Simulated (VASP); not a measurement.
# Ga4SbAs3 (P-43m) in VASP: a series of runs

One crystal, Ga4SbAs3, is run at these levels: PBEsol; tasks: phonons, dielectric tensor.

Everything below comes from runs of VASP 6.6.1. Logs are shortened: lines on timing, memory, paths and dates and some standing lists are left out, and cuts for length are marked.

## (1) Starting point

Symmetry: P-43m, No. 215, cubic system. The conventional cell has a = 5.780 Å, b = 5.780 Å, c = 5.780 Å, α = 90.00°, β = 90.00°, γ = 90.00°. Around Ga (site symmetry 3m) lie 3 As at 2.48 Å and 1 Sb at 2.59 Å. Sb (site symmetry -43m) is surrounded by 4 Ga at 2.59 Å. As (site symmetry -42m) is surrounded by 4 Ga at 2.48 Å.

The cell was built by a generator and needn't be a form met in nature.

## (2) Phonons, PBEsol

POSCAR reads:

```
Ga4SbAs3
1.0
    5.7802634526      0.0000000000     -0.0000000000
    0.0000000000     -5.7802634526     -0.0000000000
    0.0000000000      0.0000000000     -5.7802634526
  Ga              Sb              As
     4     1     3
Direct
     0.9916053109536228    0.5083946890463772    0.5083946890463772
     0.5083946890463772    0.9916053109536228    0.5083946890463772
     0.5083946890463772    0.5083946890463772    0.9916053109536228
     0.9916053109536228    0.9916053109536228    0.9916053109536228
     0.2500000000000000    0.2500000000000000    0.2500000000000000
     0.7500000000000000    0.7500000000000000    0.2500000000000000
     0.7500000000000000    0.2500000000000000    0.7500000000000000
     0.2500000000000000    0.7500000000000000    0.7500000000000000
```

INCAR.step1 reads:

```
SYSTEM = Ga4SbAs3
  PREC = Accurate
  ENCUT = 600
  EDIFF = 1E-8
  ISMEAR = 0
  SIGMA = 0.03
  LREAL = .False.
  LASPH = .True.
  NELM = 80
  ALGO = Normal
  ISIF = 3
  LWAVE = .False.
  LCHARG = .False.
  GGA = PS
  KPAR = 2
  IBRION = 2
  NSW = 40
  EDIFFG = -0.002
```

INCAR.step2 reads:

```
SYSTEM = Ga4SbAs3
  PREC = Accurate
  ENCUT = 600
  EDIFF = 1E-8
  ISMEAR = 0
  SIGMA = 0.03
  LREAL = .False.
  LASPH = .True.
  NELM = 80
  ALGO = Normal
  ISIF = 2
  LWAVE = .False.
  LCHARG = .False.
  GGA = PS
  KPAR = 2
  IBRION = 6
  NFREE = 2
  POTIM = 0.015
  NSW = 1
```

KPOINTS reads:

```
regular mesh
0
Gamma
  4 4 4
  0 0 0
```

Potentials or basis: VASP PAW PBE potentials, release 64 (Ga_d, Sb, As).

The run is started by

```console
$ cat potpaw_PBE.64/Ga_d/POTCAR potpaw_PBE.64/Sb/POTCAR potpaw_PBE.64/As/POTCAR > POTCAR
$ cp INCAR.step1 INCAR
$ mpirun -np 2 vasp_std > vasp.out
$ cp CONTCAR POSCAR
$ cp INCAR.step2 INCAR
$ mpirun -np 2 vasp_std > vasp.out
```

OUTCAR:

```text
SYSTEM = Ga4SbAs3
   PREC = Accurate
   ENCUT = 600
   EDIFF = 1E-8
   ISMEAR = 0
   LREAL = .False.
   LASPH = .True.
   NELM = 80
   ISIF = 2
   GGA = PS
   IBRION = 6
   NFREE = 2
   POTIM = 0.015
   NSW = 1

 ion  position               nearest neighbor table
   1  0.991  0.509  0.509-   6 2.48   7 2.48   8 2.48   5 2.59
   2  0.509  0.991  0.509-   6 2.48   7 2.48   8 2.48   5 2.59
   3  0.509  0.509  0.991-   6 2.48   7 2.48   8 2.48   5 2.59
   4  0.991  0.991  0.991-   6 2.48   7 2.48   8 2.48   5 2.59
   5  0.250  0.250  0.250-   1 2.59   2 2.59   3 2.59   4 2.59
   6  0.750  0.750  0.250-   1 2.48   2 2.48   3 2.48   4 2.48
   7  0.750  0.250  0.750-   1 2.48   2 2.48   3 2.48   4 2.48
   8  0.250  0.750  0.750-   1 2.48   2 2.48   3 2.48   4 2.48

  LATTYP: Found a simple cubic cell.
 ALAT       =     5.7816280413

  Lattice vectors:

 A1 = (   5.7816280413,   0.0000000000,   0.0000000000)
 A2 = (   0.0000000000,  -5.7816280413,   0.0000000000)
 A3 = (   0.0000000000,   0.0000000000,  -5.7816280413)

Analysis of symmetry for initial positions (statically):
=====================================================================
 Subroutine PRICEL returns:
 Original cell was already a primitive cell.

 Routine SETGRP: Setting up the symmetry group for a
 simple cubic supercell.

 Subroutine GETGRP returns: Found 24 space group operations
 (whereof  6 operations were pure point group operations)
 out of a pool of 48 trial point group operations.

The static configuration has the point symmetry C_3v.
 The point group associated with its full space group is T_d .

Analysis of symmetry for dynamics (positions and initial velocities):
=====================================================================
 Subroutine PRICEL returns:
 Original cell was already a primitive cell.

 Routine SETGRP: Setting up the symmetry group for a
 simple cubic supercell.

 Subroutine GETGRP returns: Found 24 space group operations
 (whereof  6 operations were pure point group operations)
 out of a pool of 48 trial point group operations.

The dynamic configuration has the point symmetry C_3v.
 The point group associated with its full space group is T_d .

 Subroutine INISYM returns: Found 24 space group operations
 (whereof  6 operations are pure point group operations),
 and found     1 'primitive' translations

----------------------------------------------------------------------------------------

                                     Primitive cell

  volume of cell :     193.2638

  direct lattice vectors                    reciprocal lattice vectors
     5.781628041  0.000000000  0.000000000     0.172961663  0.000000000  0.000000000
     0.000000000 -5.781628041  0.000000000     0.000000000 -0.172961663  0.000000000
     0.000000000  0.000000000 -5.781628041     0.000000000  0.000000000 -0.172961663

  length of vectors
     5.781628041  5.781628041  5.781628041     0.172961663  0.172961663  0.172961663

  position of ions in fractional coordinates (direct lattice)
     0.991480897  0.508519103  0.508519103
     0.508519103  0.991480897  0.508519103
     0.508519103  0.508519103  0.991480897
     0.991480897  0.991480897  0.991480897
     0.250000000  0.250000000  0.250000000
     0.750000000  0.750000000  0.250000000
     0.750000000  0.250000000  0.750000000
     0.250000000  0.750000000  0.750000000

  ion indices of the primitive-cell ions
   primitive index   ion index
                 1           1
                 2           2
                 3           3
[... 56 lines left out ...]
   ISPIN  =      1    spin polarized calculation?
   LNONCOLLINEAR =      F non collinear calculations
   LSORBIT =      F    spin-orbit coupling
   LASPH  =      T    aspherical Exc in radial PAW
   ENCUT  =  600.0 eV  44.10 Ry    6.64 a.u.  11.55 11.55 11.55*2*pi/ulx,y,z
   NELM   =     80;   NELMIN=  2; NELMDL=  0     # of ELM steps
   EDIFF  = 0.1E-07   stopping-criterion for ELM
   LREAL  =      F    real-space projection
   EDIFFG = 0.1E-06   stopping-criterion for IOM
   NSW    =    133    number of steps for IOM
   IBRION =      6    ionic relax: 0-MD 1-quasi-New 2-CG
   NFREE  =      2    steps in history (QN), initial steepest desc. (CG)
   ISIF   =      2    stress and relaxation
   ISYM   =      2    0-nonsym 1-usesym 2-fastsym
   POTIM  = 0.0150    time-step for ionic-motion
   TEBEG  =    0.0;   TEEND  =   0.0 temperature during run
   PSTRESS=    0.0 pullay stress
   NELECT =      72.0000    total number of electrons
   NUPDOWN=      -1.0000    fix difference up-down
   EMIN   =  10.00;   EMAX   =-10.00  energy-range for DOS
   EFERMI =   0.00;   METHOD = LEGACY
   ISMEAR =     0;   SIGMA  =   0.03  broadening in eV -4-tet -1-fermi 0-gaus
   EFERMI_NEDOS =   21; number of points for ismear=-14 and -15
   IALGO  =     38    algorithm
   IMIX   =      4    mixing-type and parameters
     AMIX     =   0.40;   BMIX     =  1.00
     AMIX_MAG =   1.60;   BMIX_MAG =  1.00
  volume/ion in A,a.u.               =      24.16       163.03
  Fermi-wavevector in a.u.,A,eV,Ry     =   1.177973  2.226047 18.879737  1.387622
  Thomas-Fermi vector in A             =   2.314311
   LORBIT       =      0    0 simple, 1 ext, 2 COOP (PROOUT), +10 PAW based schemes
   GGA     = PS    functional components
   LHFCALC =     F    Hartree Fock is set to
   AEXX    =    0.0000 exact exchange contribution
   IVDW    =     0    specifies the selected vdW correction
   LEPSILON=     F    determine dielectric tensor
   LRPA    =     F    only Hartree local field effects (RPA)
 finite differences with symmetry
 non-spin polarized calculation
 Gauss-broadening in eV      SIGMA  =   0.03
  energy-cutoff  :      600.00
  volume of cell :      193.26
 maximum number of plane-waves:      6488
 NGX is ok and might be reduce to    48
   NGX = 23   NGY = 23   NGZ = 23

--------------------------------------- Ionic step        1  -------------------------------------------

 number of electron      72.0000021 magnetization

 Free energy of the ion-electron system (eV)
  ---------------------------------------------------
  ext. energy  EPLUGINS =         0.00000000
  ---------------------------------------------------
  free energy    TOTEN  =       -35.20058140 eV

  energy without entropy =      -35.19981576  energy(sigma->0) =      -35.20019858

------------------------ aborting loop because EDIFF is reached ----------------------------------------

  FORCE on cell =-STRESS in cart. coord.  units (eV):
  Direction    XX          YY          ZZ          XY          YZ          ZX
  --------------------------------------------------------------------------------------
  -------------------------------------------------------------------------------------
  Total       -0.0027635     -0.0027635     -0.0027635      0.0000000     -0.0000000      0.0000000
  in kB       -0.0229095     -0.0229095     -0.0229095      0.0000000     -0.0000000      0.0000000
  external PRESSURE =      -0.0229095 kB  Pullay stress =       0.0000000 kB
[... 323 lines left out ...]
--------------------------------------- Ionic step        9  -------------------------------------------

 number of electron      72.0000021 magnetization

 Free energy of the ion-electron system (eV)
  ---------------------------------------------------
  ext. energy  EPLUGINS =         0.00000000
  ---------------------------------------------------
  free energy    TOTEN  =       -35.19957476 eV

  energy without entropy =      -35.19887183  energy(sigma->0) =      -35.19922329

 E-fermi :   4.1009     XC(G=0):  -9.6189

 val. band max:        4.1000522282   @ k =   0.0000   0.0000   0.0000
 cond. band min:       4.5466337336   @ k =   0.5000   0.5000   0.5000
 fundamental gap:      0.4465815054
 Fermi energy:         4.1008848183

 k-point     1 :       0.0000    0.0000    0.0000
  band No.  band energies     occupation
      1     -10.8879      2.00000
      2     -10.8876      2.00000
      3     -10.8691      2.00000
      4     -10.7909      2.00000
      5     -10.7903      2.00000
      6     -10.7902      2.00000
[... 990 lines left out ...]
  FREE ENERGIE OF THE ION-ELECTRON SYSTEM (eV)
  ---------------------------------------------------
  free  energy   TOTEN  =       -35.1995747580 eV

  energy  without entropy=      -35.1988718291  energy(sigma->0) =      -35.19922329

 INTERNAL STRAIN TENSORS FROM DISPLACED ATOMS
 ============================================

 INTERNAL STRAIN TENSOR FOR ION    1 for displacements in x,y,z  (eV/Angst):
          X           Y           Z          XY          YZ          ZX
  --------------------------------------------------------------------------------
  x     0.26643     0.38504     0.38504     0.60194     7.99047     0.60194
  y     0.38504     0.26643     0.38504     0.60194     0.60194     7.99047
  z     0.38504     0.38504     0.26643     7.99047     0.60194     0.60194

 INTERNAL STRAIN TENSOR FOR ION    8 for displacements in x,y,z  (eV/Angst):
          X           Y           Z          XY          YZ          ZX
  --------------------------------------------------------------------------------
  x     0.00000     0.00000     0.00000    -0.00000    -6.41315    -0.00000
  y     0.00000    -0.00000     0.00000     0.00000     0.00000    -7.68417
  z     0.00000     0.00000    -0.00000    -7.68417     0.00000     0.00000

 Eigenvectors and eigenvalues of the dynamical matrix
 ----------------------------------------------------

   1 f  =    7.032226 THz    44.184778 2PiTHz  234.569804 cm-1    29.082936 meV
             X         Y         Z           dx          dy          dz
      5.732374 -2.940068 -2.940068    -0.210565   -0.081149    0.291714
      2.940068 -5.732374 -2.940068    -0.229731   -0.061984   -0.291714
      2.940068 -2.940068 -5.732374     0.229731    0.081149   -0.148582
      5.732374 -5.732374 -5.732374     0.210565    0.061984    0.148582
      1.445407 -1.445407 -1.445407    -0.000000   -0.000000    0.000000
      4.336221 -4.336221 -1.445407     0.164986    0.507520   -0.000000
      4.336221 -1.445407 -4.336221    -0.164986    0.000000   -0.022092
      1.445407 -4.336221 -4.336221     0.000000   -0.507520    0.022092
[... 243 lines left out ...]
  24 f/i=    0.009101 THz     0.057186 2PiTHz    0.303593 cm-1     0.037641 meV
             X         Y         Z           dx          dy          dz
      5.732374 -2.940068 -2.940068     0.333581   -0.000152   -0.000369
      2.940068 -5.732374 -2.940068     0.333592   -0.000141   -0.002709
      2.940068 -2.940068 -5.732374     0.333591   -0.002490   -0.000360
      5.732374 -5.732374 -5.732374     0.333601   -0.002501   -0.002719
      1.445407 -1.445407 -1.445407     0.443621   -0.001757   -0.002047
      4.336221 -4.336221 -1.445407     0.346042   -0.001371   -0.001589
      4.336221 -1.445407 -4.336221     0.346042   -0.001364   -0.001597
      1.445407 -4.336221 -4.336221     0.344281   -0.001371   -0.001597

 ELASTIC MODULI CONTR FROM IONIC RELAXATION (kBar)
 Direction    XX          YY          ZZ          XY          YZ          ZX
 --------------------------------------------------------------------------------
 XX          -0.9320     -0.8936     -0.8936     -0.0000      0.0000      0.0000
 YY          -0.8936     -0.9320     -0.8936     -0.0000      0.0000      0.0000
 ZZ          -0.8936     -0.8936     -0.9320     -0.0000      0.0000      0.0000
 XY           0.0000     -0.0000     -0.0000   -326.5649      0.0000      0.0000
 YZ           0.0000      0.0000      0.0000      0.0000   -326.5649      0.0000
 ZX           0.0000      0.0000      0.0000      0.0000      0.0000   -326.5649
 --------------------------------------------------------------------------------
```

It took 12 min on 2 MPI ranks of AMD EPYC 9R14 (Zen 4), shared host; peak memory 0.63 GiB.

Results:

* Relaxed volume: 24.16 Å³/atom
* Relaxed cell: a = 5.782 Å, b = 5.782 Å, c = 5.782 Å, α = 90.00°, β = 90.00°, γ = 90.00°
* Space group after relaxing (to 0.05 Å): P-43m (No. 215)
* Highest phonon frequency at Γ, LO-TO splitting left out: 235 cm⁻¹

Final structure:
```
Ga Sb As
1.0
     5.78163    0.00000    0.00000
     0.00000   -5.78163    0.00000
     0.00000    0.00000   -5.78163
Ga Sb As
4 1 3
Direct
  0.99148 0.50852 0.50852
  0.50852 0.99148 0.50852
  0.50852 0.50852 0.99148
  0.99148 0.99148 0.99148
  0.25000 0.25000 0.25000
  0.75000 0.75000 0.25000
  0.75000 0.25000 0.75000
  0.25000 0.75000 0.75000
```

Phonon frequencies in cm⁻¹ (negative: imaginary):
```tsv
q point	frequencies
(0.000, 0.000, 0.000)	0 0 0 64 64 64 68 68 68 195 195 195 218 218 221 221 221 226 231 231 231 235 235 235
```

Caveat: the PAW data sets were made with another functional, which shifts forces and pressure a little. The run has no spin-orbit coupling, so splittings on Sb are missing.

[end of part 1 of 2]
